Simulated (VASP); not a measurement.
Given:

```xyz
8
Lattice="5.0844 0.0000 0.0000 0.0000 5.0844 0.0000 0.0000 0.0000 5.0844" Properties=species:S:1:pos:R:3 pbc="T T T"
Be     5.0015     5.0015     5.0015
Be     2.6251     2.6251     5.0015
Be     2.6251     5.0015     2.6251
Be     5.0015     2.6251     2.6251
Te     1.2711     1.2711     1.2711
S      3.8133     3.8133     1.2711
S      3.8133     1.2711     3.8133
S      1.2711     3.8133     3.8133
```

Method: PBE GGA, VASP's PBE PAW potentials (set 64) (plane waves; VASP). Numerical set-up: 400 eV cut-off, 4×4×4 Γ-centred mesh, Gaussian smearing of 0.050 eV, potentials Be Te S.

Unless said otherwise, spin-orbit coupling is left out, though it shifts the bands of the heavy elements here.

### Question
Estimate the energy per atom (σ→0), band gap (on the k-mesh) with the smallest direct gap where there is one.

### Answer

- band gap (on the k-mesh) = 1.83 eV
- smallest direct gap (on the k-mesh) = 1.83 eV
- energy per atom (σ→0) = -4.619 eV/atom

The absolute energy has meaning only against runs of the same code, potentials and settings.

The structure was generated: Be4S3Te was put into an ordered model structure (P-43m), which need not be its known phase. It was relaxed first.
